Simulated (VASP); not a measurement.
Method: PBE GGA with D3 dispersion (zero damping), VASP's PBE PAW potentials (set 64) (plane waves; VASP).

VASP ran on this input.

**POSCAR**
```
Ag
1.0
  0.0000000000   2.0352634268   2.0352634268
  2.0352634268   0.0000000000   2.0352634268
  2.0352634268   2.0352634268   0.0000000000
Ag
1
Cartesian
  0.0000000000   0.0000000000   0.0000000000
```

### INCAR
```
SYSTEM = Ag
PREC = Accurate
ENCUT = 520
EDIFF = 1E-7
NELM = 100
ALGO = Normal
LREAL = .FALSE.
LASPH = .TRUE.
ISMEAR = 0
SIGMA = 0.05
GGA = PE
IVDW = 11
LMAXMIX = 4
LWAVE = .FALSE.
LCHARG = .FALSE.
LORBIT = 11
ICHARG = 11
```

### KPOINTS
```
k-points along high-symmetry lines
15
Line-mode
Reciprocal
  0.000000   0.000000   0.000000 ! GAMMA
  0.500000   0.000000   0.500000 ! X

  0.500000   0.000000   0.500000 ! X
  0.625000   0.250000   0.625000 ! U

  0.375000   0.375000   0.750000 ! K
  0.000000   0.000000   0.000000 ! GAMMA

  0.000000   0.000000   0.000000 ! GAMMA
  0.500000   0.500000   0.500000 ! L

  0.500000   0.500000   0.500000 ! L
  0.500000   0.250000   0.750000 ! W

  0.500000   0.250000   0.750000 ! W
  0.500000   0.000000   0.500000 ! X
```

POTCAR, in this order: Ag (PBE.64 set). Program: vasp_std. Read from the step before: CHGCAR.

Q: What will the output report for the number of irreducible k-points (NKPTS), largest plane-wave count, number of space-group operations, FFT grid (NGX, NGY, NGZ)?

A: 
```yaml
number of irreducible k-points (NKPTS): 90
largest_plane_wave_count: 467
number_of_space_group_operations: 48
FFT grid (NGX, NGY, NGZ): 24 × 24 × 24
```

The compound is Ag in the fcc structure. It was relaxed first.
